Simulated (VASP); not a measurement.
Method: r2SCAN meta-GGA, VASP's PBE PAW potentials (set 64) (plane waves; VASP).

VASP input:

**INCAR**
```
# general
SYSTEM   =  SnO
PREC     =  Accurate
ENCUT    =  520
LREAL    =  .FALSE.
LASPH    =  .TRUE.

# electronic loop
EDIFF    =  1E-6
NELM     =  100
ALGO     =  Normal
LMAXMIX  =  4
LMIXTAU  =  .TRUE.

# smearing
ISMEAR   =  0
SIGMA    =  0.05

# functional
METAGGA  =  R2SCAN

# ions
IBRION   =  2
NSW      =  60
ISIF     =  3
EDIFFG   =  -0.01

# output
LWAVE    =  .FALSE.
LCHARG   =  .FALSE.
```

KPOINTS:
```
K-points
0
Gamma
 8 8 8
```

### POSCAR
```
SnO
1
    3.1031495346    -0.0000000000     0.0000000000
    0.0000000000     3.1031495346     0.0000000000
   -0.0000000000     0.0000000000     3.1031495346
Sn O
1 1
Direct
  0.0000000000   0.0000000000   0.0000000000
  0.5000000000   0.5000000000   0.5000000000
```

POTCAR, in this order: Sn_d O (PBE.64 set). Program: vasp_std.

Output

**OUTCAR**
```
 ion  position               nearest neighbor table
   1  0.000  0.000  0.000-   2 2.69   2 2.69   2 2.69   2 2.69   2 2.69   2 2.69   2 2.69   2 2.69
  LATTYP: Found a simple cubic cell.
 ALAT       =     3.1031495346
 Subroutine PRICEL returns:
 Original cell was already a primitive cell.
 Subroutine GETGRP returns: Found 48 space group operations
The static configuration has the point symmetry O_h .
The dynamic configuration has the point symmetry O_h .
 Subroutine INISYM returns: Found 48 space group operations
 Subroutine IBZKPT returns following result:
 Found     35 irreducible k-points:

 Following reciprocal coordinates:
            Coordinates               Weight
  0.000000  0.000000  0.000000      1.000000
  0.125000  0.000000  0.000000      6.000000
  0.250000  0.000000  0.000000      6.000000
  0.375000  0.000000  0.000000      6.000000
  0.500000  0.000000  0.000000      3.000000
  0.125000  0.125000  0.000000     12.000000
  0.250000  0.125000  0.000000     24.000000
  0.375000  0.125000  0.000000     24.000000
  0.500000  0.125000  0.000000     12.000000
  0.250000  0.250000  0.000000     12.000000
  0.375000  0.250000  0.000000     24.000000
  0.500000  0.250000  0.000000     12.000000
  0.375000  0.375000  0.000000     12.000000
  0.500000  0.375000  0.000000     12.000000
  0.500000  0.500000  0.000000      3.000000
  0.125000  0.125000  0.125000      8.000000
  0.250000  0.125000  0.125000     24.000000
  0.375000  0.125000  0.125000     24.000000
  0.500000  0.125000  0.125000     12.000000
  0.250000  0.250000  0.125000     24.000000
  0.375000  0.250000  0.125000     48.000000
  0.500000  0.250000  0.125000     24.000000
  0.375000  0.375000  0.125000     24.000000
  0.500000  0.375000  0.125000     24.000000
  0.500000  0.500000  0.125000      6.000000
...
```

File OSZICAR:
```
       N       E                     dE             d eps       ncg     rms          rms(c)
DAV:   1     0.128652569704E+03    0.12865E+03   -0.10922E+04   980   0.228E+03
DAV:   2    -0.248774285820E+02   -0.15353E+03   -0.14805E+03  1118   0.445E+02
DAV:   3    -0.376877094809E+02   -0.12810E+02   -0.12749E+02  1118   0.120E+02
DAV:   4    -0.379631862523E+02   -0.27548E+00   -0.27536E+00  1136   0.186E+01
DAV:   5    -0.379712992441E+02   -0.81130E-02   -0.81129E-02  1228   0.315E+00    0.746E+00
DAV:   6    -0.313260701474E+02    0.66452E+01   -0.79753E+00  1434   0.548E+01    0.317E+00
DAV:   7    -0.314332604867E+02   -0.10719E+00   -0.11466E+00   986   0.107E+01    0.140E+00
DAV:   8    -0.320865431150E+02   -0.65328E+00   -0.48769E-01   986   0.746E+00    0.379E-01
DAV:   9    -0.315051098464E+02    0.58143E+00   -0.33634E-01   992   0.633E+00    0.165E-01
DAV:  10    -0.315828907219E+02   -0.77781E-01   -0.52680E-02   998   0.224E+00    0.103E-01
DAV:  11    -0.315841576715E+02   -0.12669E-02   -0.18793E-03  1136   0.433E-01    0.640E-02
DAV:  12    -0.315841718695E+02   -0.14198E-04   -0.33917E-04  1032   0.218E-01    0.304E-02
DAV:  13    -0.315843366598E+02   -0.16479E-03   -0.93356E-05  1056   0.106E-01    0.210E-02
DAV:  14    -0.315843415160E+02   -0.48562E-05   -0.47301E-05  1010   0.981E-02    0.318E-03
DAV:  15    -0.315843614784E+02   -0.19962E-04   -0.20752E-05  1004   0.517E-02    0.354E-03
DAV:  16    -0.315843641251E+02   -0.26466E-05   -0.14869E-06   804   0.122E-02    0.227E-03
DAV:  17    -0.315843637559E+02    0.36911E-06   -0.71518E-07   556   0.999E-03
   1 F= -.31584364E+02 E0= -.31584077E+02  d E =-.315844E+02
       N       E                     dE             d eps       ncg     rms          rms(c)
DAV:   1    -0.315854276319E+02   -0.10635E-02   -0.20824E-02  1190   0.262E+00    0.216E-01
DAV:   2    -0.315846176488E+02    0.80998E-03   -0.36592E-03  1028   0.690E-01    0.888E-02
DAV:   3    -0.315844411666E+02    0.17648E-03   -0.65603E-04  1338   0.334E-01    0.438E-02
DAV:   4    -0.315843779992E+02    0.63167E-04   -0.17332E-04  1422   0.244E-01    0.100E-02
DAV:   5    -0.315843791204E+02   -0.11212E-05   -0.25472E-05  1020   0.615E-02    0.352E-03
DAV:   6    -0.315843824519E+02   -0.33315E-05   -0.79142E-06   980   0.293E-02    0.209E-03
DAV:   7    -0.315843841653E+02   -0.17134E-05   -0.15078E-06   752   0.117E-02    0.145E-03
DAV:   8    -0.315843839077E+02    0.25764E-06   -0.76441E-07   622   0.102E-02
   2 F= -.31584384E+02 E0= -.31584102E+02  d E =-.201517E-04
```

### OUTCAR
```
------------------------ aborting loop because EDIFF is reached ----------------------------------------
  FORCE on cell =-STRESS in cart. coord.  units (eV):
  Direction    XX          YY          ZZ          XY          YZ          ZX
  --------------------------------------------------------------------------------------
  Total       -0.0066579     -0.0066579     -0.0066579      0.0000000      0.0000000      0.0000000
  in kB       -0.3561722     -0.3561722     -0.3561722      0.0000000      0.0000000      0.0000000
  external PRESSURE =      -0.3561722 kB  Pullay stress =       0.0000000 kB
  volume of cell :       29.95
      direct lattice vectors                 reciprocal lattice vectors
     3.105484623 -0.000000000 -0.000000000     0.322010933 -0.000000000  0.000000000
     0.000000000  3.105484623  0.000000000     0.000000000  0.322010933  0.000000000
    -0.000000000  0.000000000  3.105484623     0.000000000 -0.000000000  0.322010933
 POSITION                                       TOTAL-FORCE (eV/Angst)
 -----------------------------------------------------------------------------------
      0.00000      0.00000      0.00000         0.000000      0.000000      0.000000
      1.55274      1.55274      1.55274        -0.000000      0.000000      0.000000
 -----------------------------------------------------------------------------------
    total drift:                                0.000000      0.000000     -0.000000
  FREE ENERGIE OF THE ION-ELECTRON SYSTEM (eV)
  ---------------------------------------------------
  free  energy   TOTEN  =       -31.5843839077 eV

  energy  without entropy=      -31.5838209346  energy(sigma->0) =      -31.58410242

 reached required accuracy - stopping structural energy minimisation
```
(Selected blocks of OUTCAR.)

File CONTCAR:
```
SnO
   1.00000000000000
     3.1054846229732918   -0.0000000000000000   -0.0000000000000000
     0.0000000000000000    3.1054846229732918    0.0000000000000000
    -0.0000000000000000    0.0000000000000000    3.1054846229732918
  Sn              O
     1     1
Direct
     0.0000000000000000    0.0000000000000000    0.0000000000000000
     0.5000000000000000    0.5000000000000000    0.5000000000000000
```

The structure was generated: SnO was put into the CsCl type (Pm-3m), which need not be its known phase. This run relaxes it. Symmetry was kept, so distortions that lower it aren't found. The start is the result of an earlier pass.
